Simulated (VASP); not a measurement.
Level of theory: optB86b-vdW, VASP's PBE PAW potentials (set 64) (plane waves; VASP).

A VASP calculation is set up with these files.

### KPOINTS
```
Automatic mesh
0
Gamma
8 8 8
0 0 0
```

### INCAR
```
SYSTEM = CeO2
PREC = Accurate
ENCUT = 520
EDIFF = 1E-7
NELM = 100
ALGO = Normal
LREAL = .FALSE.
LASPH = .TRUE.
ISMEAR = -5
GGA = MK
PARAM1 = 0.1234
PARAM2 = 1.0
LUSE_VDW = .TRUE.
AGGAC = 0.0
LMAXMIX = 6
LWAVE = .FALSE.
LCHARG = .TRUE.
LORBIT = 11
NEDOS = 601
ISIF = 2
LEFG = .TRUE.
```

File POSCAR:
```
CeO2
5.4356810
  0.0000000000   0.4999999906   0.4999999906
  0.4999999906   0.0000000000   0.4999999906
  0.4999999906   0.4999999906   0.0000000000
Ce O
1 2
Direct
  0.0000000000   0.0000000000   0.0000000000
  0.2500000000   0.2500000000   0.2500000000
  0.7500000000   0.7500000000   0.7500000000
```

POTCAR, in this order: Ce O (PBE.64 set). Program: vasp_std.

Output of the run:

OSZICAR:
```
       N       E                     dE             d eps       ncg     rms          rms(c)
DAV:   1     0.231170876320E+03    0.23117E+03   -0.11691E+04   960   0.198E+03
DAV:   2     0.937350034227E+01   -0.22180E+03   -0.21342E+03  1424   0.308E+02
DAV:   3    -0.246626680996E+02   -0.34036E+02   -0.33082E+02  1208   0.146E+02
DAV:   4    -0.261297240347E+02   -0.14671E+01   -0.14668E+01  1464   0.316E+01
DAV:   5    -0.262019482930E+02   -0.72224E-01   -0.72221E-01  1552   0.636E+00    0.301E+01
DAV:   6    -0.241716126334E+02    0.20303E+01   -0.95830E+01  1368   0.595E+01    0.273E+01
DAV:   7    -0.227185998214E+02    0.14530E+01   -0.20161E+02  1424   0.132E+02    0.213E+01
DAV:   8    -0.220323095780E+02    0.68629E+00   -0.37355E+00  1112   0.210E+01    0.142E+01
DAV:   9    -0.207105613934E+02    0.13217E+01   -0.67166E+00  1400   0.215E+01    0.188E+00
DAV:  10    -0.206748058061E+02    0.35756E-01   -0.24628E-01  1592   0.431E+00    0.129E+00
DAV:  11    -0.206541784769E+02    0.20627E-01   -0.45857E-02  1432   0.201E+00    0.115E+00
DAV:  12    -0.206304901813E+02    0.23688E-01   -0.11668E-01  1128   0.283E+00    0.791E-01
DAV:  13    -0.206337236209E+02   -0.32334E-02   -0.10338E-01  1624   0.296E+00    0.970E-01
DAV:  14    -0.206301354717E+02    0.35881E-02   -0.59533E-02  1320   0.230E+00    0.147E-01
DAV:  15    -0.206299955583E+02    0.13991E-03   -0.90420E-03  1368   0.940E-01    0.202E-01
DAV:  16    -0.206298181352E+02    0.17742E-03   -0.82352E-04  1368   0.294E-01    0.802E-02
DAV:  17    -0.206298047648E+02    0.13370E-04   -0.11374E-04  1608   0.865E-02    0.147E-02
DAV:  18    -0.206298034027E+02    0.13621E-05   -0.44638E-06  1224   0.196E-02    0.986E-03
DAV:  19    -0.206298022153E+02    0.11873E-05   -0.51641E-06  1472   0.211E-02    0.112E-03
DAV:  20    -0.206298021247E+02    0.90638E-07   -0.48833E-07  1072   0.665E-03
   1 F= -.20629802E+02 E0= -.20629802E+02  d E =0.000000E+00
```

**OUTCAR**
```
------------------------ aborting loop because EDIFF is reached ----------------------------------------
  FORCE on cell =-STRESS in cart. coord.  units (eV):
  Direction    XX          YY          ZZ          XY          YZ          ZX
  --------------------------------------------------------------------------------------
  Total        0.0046248      0.0046248      0.0046248      0.0000000     -0.0000000      0.0000000
  in kB        0.1845466      0.1845466      0.1845466      0.0000000     -0.0000000      0.0000000
  external PRESSURE =       0.1845466 kB  Pullay stress =       0.0000000 kB
  volume of cell :       40.15
      direct lattice vectors                 reciprocal lattice vectors
     0.000000000  2.717840449  2.717840449    -0.183969593  0.183969593  0.183969593
     2.717840449  0.000000000  2.717840449     0.183969593 -0.183969593  0.183969593
     2.717840449  2.717840449  0.000000000     0.183969593  0.183969593 -0.183969593
 POSITION                                       TOTAL-FORCE (eV/Angst)
 -----------------------------------------------------------------------------------
      0.00000      0.00000      0.00000         0.000000     -0.000000     -0.000000
      1.35892      1.35892      1.35892        -0.000000     -0.000000     -0.000000
      4.07676      4.07676      4.07676         0.000000      0.000000      0.000000
 -----------------------------------------------------------------------------------
    total drift:                                0.000000     -0.000000      0.000000
  FREE ENERGIE OF THE ION-ELECTRON SYSTEM (eV)
  ---------------------------------------------------
  free  energy   TOTEN  =       -20.6298021247 eV

  energy  without entropy=      -20.6298021247  energy(sigma->0) =      -20.62980212

 total charge

# of ion       s       p       d       f       tot
--------------------------------------------------
    1        2.016   5.799   0.871   0.958   9.644
    2        1.571   3.433   0.000   0.000   5.005
    3        1.571   3.433   0.000   0.000   5.005
--------------------------------------------------
tot          5.159  12.666   0.871   0.958  19.654

 Electric field gradients after diagonalization (V/A^2)
 (convention: |V_zz| > |V_xx| > |V_yy|)
----------------------------------------------------------------------
 ion       V_xx      V_yy      V_zz     asymmetry (V_yy - V_xx)/ V_zz
----------------------------------------------------------------------
   1      -0.000    -0.000     0.000       0.000
   2       0.002     0.002    -0.004       0.000
   3       0.002     0.002    -0.004       0.000
```
(Selected blocks of OUTCAR.)

**OUTCAR**
```
 val. band max:        5.0720841893   @ k =  -0.2500   0.2500   0.0000

 cond. band min:       6.9587413388   @ k =   0.5000   0.0000   0.0000


 Fermi energy:         5.1044338425

 k-point     1 :       0.0000    0.0000    0.0000
  band No.  band energies     occupation
      1     -27.3445      2.00000
      2     -11.1505      2.00000
      3     -10.1865      2.00000
      4      -9.4848      2.00000
      5      -9.4848      2.00000
      6      -9.4848      2.00000
      7       1.2938      2.00000
      8       1.2938      2.00000
      9       1.2938      2.00000
     10       4.4651      2.00000
     11       4.4651      2.00000
     12       4.4651      2.00000
     13       7.2838      0.00000
     14       7.2838      0.00000
     15       7.2838      0.00000
     16       7.5163      0.00000

 k-point     2 :       0.1250    0.0000    0.0000
  band No.  band energies     occupation
      1     -27.3165      2.00000
      2     -11.6724      2.00000
      3     -10.3090      2.00000
      4      -9.5204      2.00000
      5      -9.5204      2.00000
      6      -8.9357      2.00000
      7       1.4348      2.00000
      8       1.4348      2.00000
      9       1.6764      2.00000
     10       4.3259      2.00000
     11       4.4104      2.00000
     12       4.4104      2.00000
     13       7.2700      0.00000
     14       7.2700      0.00000
     15       7.2852      0.00000
     16       7.5364      0.00000

 k-point     3 :       0.2500    0.0000    0.0000
  band No.  band energies     occupation
      1     -27.2474      2.00000
      2     -12.4564      2.00000
      3     -10.6124      2.00000
      4      -9.6040      2.00000
      5      -9.6040      2.00000
      6      -8.0387      2.00000
      7       1.7620      2.00000
      8       1.7620      2.00000
      9       2.5738      2.00000
     10       4.0786      2.00000
     11       4.3081      2.00000
     12       4.3081      2.00000
     13       7.2211      0.00000
...
```

The compound is CeO2 in the fluorite structure. It was relaxed first. The run is not spin-polarised, so no magnetic state was tried.
